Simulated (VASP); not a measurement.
Ni3Si (L1_2) is relaxed at rising pressure, each step from the one before. Symmetry mostly holds the structure type, and other phases were not tried. The mesh follows the cell, and a change of mesh leaves a small step in the series.

```yaml
crystal:
  lattice:
    - [3.46148, 0.00000, 0.00000]
    - [0.00000, 3.46148, 0.00000]
    - [0.00000, 0.00000, 3.46148]
  atoms:
    - { symbol: Si, position: [0.00000, 0.00000, 0.00000] }
    - { symbol: Ni, position: [0.00000, 0.50000, 0.50000] }
    - { symbol: Ni, position: [0.50000, 0.00000, 0.50000] }
    - { symbol: Ni, position: [0.50000, 0.50000, 0.00000] }
```

The numbers are results of PBEsol GGA, VASP's PBE PAW potentials (set 64) (plane waves; VASP), not measurements. Numerical set-up: 500 eV cut-off, 9×9×9 Γ-centred mesh, first-order Methfessel-Paxton smearing of 0.10 eV, potentials Si Ni.

| P (GPa) | V (Å³/atom) | H − H(0) (eV/atom) | space group | gap on the mesh (eV) | k-mesh |
|---|---|---|---|---|---|
| 0 | 10.37 | 0.000 | Pm-3m | 0.00 | 9×9×9 |
| 5 | [?] | [?] | Pm-3m | 0.00 | 9×9×9 |
| 10 | 9.98 | 0.635 | Pm-3m | 0.00 | 9×9×9 |
| 20 | [?] | [?] | Pm-3m | 0.00 | 9×9×9 |
| 30 | 9.39 | 1.841 | Pm-3m | 0.00 | 9×9×9 |
| 45 | 9.05 | 2.704 | Pm-3m | 0.00 | 9×9×9 |

**Question.** What belongs in the gaps?

**Answer.** 
- 5, V (Å³/atom): 10.16
- 5, H − H(0) (eV/atom): 0.320
- 20, V (Å³/atom): 9.66
- 20, H − H(0) (eV/atom): 1.247

Pressures at which the relaxation failed are left out.

The compound is Ni3Si in the L1_2 structure. The run is not spin-polarised, so no magnetic state was tried.
